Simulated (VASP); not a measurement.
A cell of Lu (hcp) near equilibrium:

```yaml
crystal:
  lattice:
    - [1.75592, -3.04134, 0.00000]
    - [1.75592, 3.04134, 0.00000]
    - [0.00000, 0.00000, 5.47287]
  atoms:
    - { symbol: Lu, position: [0.33333, 0.66667, 0.25000] }
    - { symbol: Lu, position: [0.66667, 0.33333, 0.75000] }
```

Level of theory: r2SCAN meta-GGA, VASP's PBE PAW potentials (set 64) (plane waves; VASP 6.6.1).

```csv
run,ΔE (meV/atom),σxx,σyy,σzz,"largest shear component, with its sign (GPa)",largest force (eV/Å)
as it is,0.0,-0.01,-0.01,0.07,0.00,0.000
after one change,14.3,-2.63,-2.63,-2.40,0.00,0.000
```
Stress is in GPa, positive when the cell is compressed.

Q: What was changed between the two runs?
A) isotropic strain of -4.0 %
B) isotropic strain of +2.0 %
C) isotropic strain of +1.5 %
D) isotropic strain of +3.0 %

A: B, isotropic strain of +2.0 %

The compound is Lu in the hcp structure.
